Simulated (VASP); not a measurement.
Data:

```
CELL_PARAMETERS angstrom
      0.00000     4.21946     4.21946
      4.21946     0.00000     4.21946
      4.21946     4.21946     0.00000
ATOMIC_POSITIONS crystal
  Cd 0.12500 0.12500 0.12500
  Cd 0.62500 0.12500 0.12500
  Cd 0.12500 0.62500 0.12500
  Cd 0.12500 0.12500 0.62500
  Sc 0.75000 0.75000 0.75000
  Sc 0.50000 0.50000 0.50000
```

These are PBE GGA, VASP's PBE PAW potentials (set 64) (plane waves; VASP) values and carry that method's errors. Numerical set-up: 300 eV cut-off, 4×4×4 Γ-centred mesh, Fermi-Dirac smearing of 0.10 eV, potentials Cd Sc_sv.

At this cut-off the stress carries a Pulay error, which pulls relaxed volumes low.

**Question.** Give the stress tensor in GPa (positive for a compressed cell).

**Answer.** 
```
-5.54   0.00   0.00
 0.00  -5.54   0.00
 0.00   0.00  -5.54
```
The pressure is its mean diagonal, -5.54 GPa.

The structure was generated: ScCd2 was put into an ordered model structure (Fd-3m), which need not be its known phase. The cell was not relaxed at this level. The k-mesh is coarse (spacing up to 0.32 per Å, 2π included), so the numbers may not be converged in it.
